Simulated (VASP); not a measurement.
# ScNb (P-6m2) in VASP: further runs, part 3 of 3

VASP 6.6.1.

## Step 5: Single point, PBE (Sc replaced by Ga, lengths x 0.914, strained and moved within the space group)

Input file INCAR:

```
SYSTEM = NbGa
PREC = Accurate ; ENCUT = 520
EDIFF = 1E-6 ; ISMEAR = 0
SIGMA = 0.1 ; LREAL = .FALSE.
LASPH = .TRUE. ; NELM = 100
ALGO = Normal ; ISIF = 2
LWAVE = .FALSE. ; LCHARG = .FALSE.
GGA = PE ; NBANDS = 20
```

Input file KPOINTS:

```
regular mesh
0
G
  9 9 4
  0 0 0
```

Input file POSCAR:

```
NbGa
1.0
    2.8413599840      0.0000000000      0.0000000000
   -1.4206799920      2.4606899274      0.0000000000
    0.0000000000      0.0000000000      5.1182440545
Ga Nb
1 1
Direct
    0.0000000000      0.0000000000      0.0000000000
    0.3333333300      0.6666666700      0.5000000000
```

Potentials or basis: VASP PAW PBE potentials, release 64 (Ga_d, Nb_sv).

Command:

```
$ cat potpaw_PBE.64/Ga_d/POTCAR potpaw_PBE.64/Nb_sv/POTCAR > POTCAR
$ mpirun -np 1 vasp_std > vasp.out
```

OUTCAR:

```text
SYSTEM = NbGa
   PREC = Accurate
   ENCUT = 520
   EDIFF = 1E-6
   ISMEAR = 0
   LREAL = .FALSE.
   LASPH = .TRUE.
   NELM = 100
   ISIF = 2
   GGA = PE

 ion  position               nearest neighbor table
   1  0.000  0.000  0.000-
   2  0.333  0.667  0.500-

  LATTYP: Found a hexagonal cell.
 ALAT       =     2.8413599840
 C/A-ratio  =     1.8013360093

  Lattice vectors:

 A1 = (   2.8413599840,   0.0000000000,   0.0000000000)
 A2 = (  -1.4206799920,   2.4606899274,   0.0000000000)
 A3 = (   0.0000000000,   0.0000000000,   5.1182440545)

Analysis of symmetry for initial positions (statically):
=====================================================================
 Subroutine PRICEL returns:
 Original cell was already a primitive cell.

 Routine SETGRP: Setting up the symmetry group for a
 hexagonal supercell.

 Subroutine GETGRP returns: Found 12 space group operations
 (whereof 12 operations were pure point group operations)
 out of a pool of 24 trial point group operations.

The static configuration has the point symmetry D_3h.

Analysis of symmetry for dynamics (positions and initial velocities):
=====================================================================
 Subroutine PRICEL returns:
 Original cell was already a primitive cell.

 Routine SETGRP: Setting up the symmetry group for a
 hexagonal supercell.

 Subroutine GETGRP returns: Found 12 space group operations
 (whereof 12 operations were pure point group operations)
 out of a pool of 24 trial point group operations.

The dynamic configuration has the point symmetry D_3h.

 Subroutine INISYM returns: Found 12 space group operations
 (whereof 12 operations are pure point group operations),
 and found     1 'primitive' translations

----------------------------------------------------------------------------------------
[... 103 lines left out ...]
   PSTRESS=    0.0 pullay stress
   NELECT =      26.0000    total number of electrons
   NUPDOWN=      -1.0000    fix difference up-down
   EMIN   =  10.00;   EMAX   =-10.00  energy-range for DOS
   EFERMI =   0.00;   METHOD = LEGACY
   ISMEAR =     0;   SIGMA  =   0.10  broadening in eV -4-tet -1-fermi 0-gaus
   EFERMI_NEDOS =   21; number of points for ismear=-14 and -15
   IALGO  =     38    algorithm
   IMIX   =      4    mixing-type and parameters
     AMIX     =   0.40;   BMIX     =  1.00
     AMIX_MAG =   1.60;   BMIX_MAG =  1.00
  volume/ion in A,a.u.               =      17.89       120.75
  Fermi-wavevector in a.u.,A,eV,Ry     =   1.471740  2.781186 29.470491  2.166020
  Thomas-Fermi vector in A             =   2.586840
   LORBIT       =      0    0 simple, 1 ext, 2 COOP (PROOUT), +10 PAW based schemes
   GGA     = PE    functional components
   LHFCALC =     F    Hartree Fock is set to
   AEXX    =    0.0000 exact exchange contribution
   IVDW    =     0    specifies the selected vdW correction
   LEPSILON=     F    determine dielectric tensor
   LRPA    =     F    only Hartree local field effects (RPA)
 non-spin polarized calculation
 Gauss-broadening in eV      SIGMA  =   0.10
  energy-cutoff  :      520.00
  volume of cell :       35.79
 maximum number of plane-waves:       982
 NGX is ok and might be reduce to    24
   NGX = 11   NGY = 11   NGZ = 19

 number of electron      26.0000004 magnetization

 Free energy of the ion-electron system (eV)
  ---------------------------------------------------
  ext. energy  EPLUGINS =         0.00000000
  ---------------------------------------------------
  free energy    TOTEN  =       -13.12899343 eV

  energy without entropy =      -13.11878127  energy(sigma->0) =      -13.12388735

 E-fermi :   8.7424     XC(G=0): -11.9300

 val. band max:        8.7040864978   @ k =   0.3333   0.2222   0.5000
 cond. band min:       8.7978064817   @ k =   0.3333   0.0000   0.0000
 fundamental gap:      0.0937199838
 Fermi energy:         8.7423931600

 k-point     1 :       0.0000    0.0000    0.0000
  band No.  band energies     occupation
      1     -46.1383      2.00000
      2     -22.3534      2.00000
      3     -21.3598      2.00000
      4     -21.3598      2.00000
      5      -5.9505      2.00000
      6      -5.9322      2.00000
[... 541 lines left out ...]
     19      16.9328      0.00000
     20      17.9531      0.00000

 [... further k-points ...]
[... 5 lines left out ...]
  --------------------------------------------------------------------------------------
  -------------------------------------------------------------------------------------
  Total        1.4956471      1.4956471     -4.4882463      0.0000000      0.0000000     -0.0000000
  in kB       66.9631046     66.9631046   -200.9477394      0.0000000      0.0000000     -0.0000000
  external PRESSURE =     -22.3405100 kB  Pullay stress =       0.0000000 kB

 VOLUME and BASIS-vectors are now :
 -----------------------------------------------------------------------------
  energy-cutoff  :      520.00
  volume of cell :       35.79
      direct lattice vectors                 reciprocal lattice vectors
     2.841359984  0.000000000  0.000000000     0.351944141  0.203195045  0.000000000
    -1.420679992  2.460689927  0.000000000     0.000000000  0.406390090  0.000000000
     0.000000000  0.000000000  5.118244054     0.000000000  0.000000000  0.195379507

 POSITION                                       TOTAL-FORCE (eV/Angst)
 -----------------------------------------------------------------------------------
      0.00000      0.00000      0.00000        -0.000000      0.000000      0.000000
     -0.00000      1.64046      2.55912         0.000000      0.000000      0.000000
 -----------------------------------------------------------------------------------
    total drift:                                0.000025     -0.000015     -0.000000

  FREE ENERGIE OF THE ION-ELECTRON SYSTEM (eV)
  ---------------------------------------------------
  free  energy   TOTEN  =       -13.1289934281 eV

  energy  without entropy=      -13.1187812666  energy(sigma->0) =      -13.12388735
```

OSZICAR:

```text
N       E                     dE             d eps       ncg     rms          rms(c)
DAV:   1     0.221334551999E+03    0.22133E+03   -0.14230E+04  1584   0.208E+03
DAV:   2     0.834519198279E+01   -0.21299E+03   -0.20723E+03  1476   0.493E+02
DAV:   3    -0.125470415150E+02   -0.20892E+02   -0.20369E+02  2488   0.122E+02
DAV:   4    -0.136094786072E+02   -0.10624E+01   -0.10492E+01  1904   0.214E+01
DAV:   5    -0.136826573150E+02   -0.73179E-01   -0.73111E-01  2316   0.430E+00    0.677E+00
DAV:   6    -0.132144451955E+02    0.46821E+00   -0.96441E-01  1992   0.935E+00    0.245E+00
DAV:   7    -0.131388200417E+02    0.75625E-01   -0.33556E-01  2164   0.422E+00    0.109E+00
DAV:   8    -0.131283048448E+02    0.10515E-01   -0.58804E-02  2020   0.194E+00    0.674E-01
DAV:   9    -0.131290801845E+02   -0.77534E-03   -0.83215E-03  1860   0.937E-01    0.724E-02
DAV:  10    -0.131290037925E+02    0.76392E-04   -0.11351E-03  2172   0.351E-01    0.393E-02
DAV:  11    -0.131289994468E+02    0.43458E-05   -0.65961E-05  1932   0.793E-02    0.115E-02
DAV:  12    -0.131289934162E+02    0.60306E-05   -0.66259E-06  1936   0.269E-02    0.337E-03
DAV:  13    -0.131289934281E+02   -0.11897E-07   -0.62807E-07  1004   0.699E-03
   1 F= -.13128993E+02 E0= -.13123887E+02  d E =-.102122E-01
```

Wall time 14 s (1 thread of AMD EPYC 9R45 (Zen 5), shared host); peak memory 0.14 GiB.

Results:

```
Free energy            : -13.1290 eV
Pressure               : -2.2 GPa
Band gap on the k mesh : none (metal or under the smearing width)
```

Stress tensor (GPa, compression positive):
```
  6.70   0.00   0.00
  0.00   6.70   0.00
  0.00   0.00 -20.09
```

Levels at points of the mesh, in eV from the Fermi level:
```tsv
k point	band 10	band 11	band 12	band 13	band 14	band 15	band 16	band 17
(0.00, 0.00, 0.00)	-10.02	-3.69	-2.46	0.51	0.51	2.87	3.35	3.35
(0.00, 0.00, 0.50)	-9.33	-5.64	-2.36	0.53	0.53	3.30	3.30	6.05
```

## Step 6: Single point, PBE (strained and moved within the space group)

Input file INCAR:

```
PREC = Accurate
ENCUT = 520
EDIFF = 1E-6
ISMEAR = 0
SIGMA = 0.1
LREAL = F
LASPH = T
NELM = 100
ALGO = Normal
ISIF = 2
LWAVE = F
LCHARG = F
GGA = PE
NBANDS = 19
```

Input file KPOINTS:

```
regular mesh
0
Gamma
  15 15 8
```

Input file POSCAR:

```
ScNb
1.0
    3.0567539926      0.0000000000      0.0000000000
   -1.5283769963      2.6472266106      0.0000000000
    0.0000000000      0.0000000000      5.3618162774
Sc Nb
1 1
Direct
    0.0000000000      0.0000000000      0.0000000000
    0.3333333300      0.6666666700      0.5000000000
```

Potentials or basis: VASP PAW PBE potentials, release 64 (Sc_sv, Nb_sv).

Command:

```
$ cat potpaw_PBE.64/Sc_sv/POTCAR potpaw_PBE.64/Nb_sv/POTCAR > POTCAR
$ mpirun -np 1 vasp_std > vasp.out
```

It took 48 s on 1 thread of AMD EPYC 9R45 (Zen 5), shared host; peak memory 0.22 GiB.

It converged, with:

```yaml
Free_energy: -15.9916 eV
Pressure: -4.8 GPa
Band_gap_on_the_k_mesh: none (metal or under the smearing width)
```

Stress tensor (GPa, compression positive):
```
-2.46  0.00  0.00
 0.00 -2.46  0.00
 0.00  0.00 -9.43
```

Levels at points of the mesh, in eV from the Fermi level:
| k point | band 10 | band 11 | band 12 | band 13 | band 14 | band 15 |
| --- | --- | --- | --- | --- | --- | --- |
| (0.00, 0.00, 0.00) | -2.79 | 0.28 | 0.62 | 0.64 | 0.64 | 2.01 |
| (0.00, 0.00, 0.50) | -3.79 | -0.84 | 0.57 | 0.57 | 0.62 | 1.64 |

## Step 7: The runs side by side

| potentials or basis | cell | k mesh | gap on the mesh (eV) | pressure (GPa) |
| --- | --- | --- | --- | --- |
| VASP PAW PBE potentials, release 64 (Sc_sv, Nb_sv) | strained and moved within the space group | 15 × 15 × 8 | none | -4.8 |
| VASP PAW PBE potentials, release 64 (Sc_sv, Ta_pv) | Nb replaced by Ta, lengths x 1.011, strained and moved within the space group | 15 × 15 × 8 | none | 3.0 |
| VASP PAW PBE potentials, release 64 (Al, Nb_sv) | Sc replaced by Al, lengths x 0.912, strained and moved within the space group | 18 × 18 × 10 | none | 0.7 |
| VASP PAW PBE potentials, release 64 (Ga_d, Nb_sv) | Sc replaced by Ga, lengths x 0.914, strained and moved within the space group | 9 × 9 × 4 | none | -2.2 |

Alike in all rows: task single point; level PBE; no spin polarisation; cutoff (eV) 520; smearing gaussian 0.1 eV.

Total energies depend on the potentials used, so only differences within one code and one set of settings carry meaning.
